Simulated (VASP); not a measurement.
These are RPBE GGA, VASP's PBE PAW potentials (set 64) (plane waves; VASP) values and carry that method's errors.

VASP input:

**POSCAR**
```
PbTe
1
    0.0000000000     3.3588370334     3.3588370334
    3.3588370334     0.0000000000     3.3588370334
    3.3588370334     3.3588370334     0.0000000000
Te Pb
1 1
Direct
  0.5000000000   0.5000000000   0.5000000000
  0.0000000000   0.0000000000   0.0000000000
```

**INCAR**
```
! general
SYSTEM  = PbTe
PREC    = Accurate
ENCUT   = 520
LREAL   = .False.
LASPH   = .True.

! electronic loop
EDIFF   = 1E-7
NELM    = 100
ALGO    = Normal
LMAXMIX = 4

! smearing
ISMEAR  = 0
SIGMA   = 0.05

! functional
GGA     = RP

! ions
ISIF    = 2

! output
LWAVE   = .False.
LCHARG  = .False.
```

File KPOINTS:
```
K-points
0
gamma
  7 7 7
```

POTCAR, in this order: Te Pb_d (PBE.64 set). Program: vasp_std.

Question: What will the output report for the number of irreducible k-points (NKPTS), largest plane-wave count, number of space-group operations, FFT grid (NGX, NGY, NGZ)?

Answer: 
The number of irreducible k-points (NKPTS) comes out as 20 and the largest plane-wave count comes out as 2085. The number of space-group operations comes out as 48 and the FFT grid (NGX, NGY, NGZ) is 36 × 36 × 36.

The compound is PbTe in the rock salt structure. This cell is one point of a volume scan, at 1.03 of the reference volume.
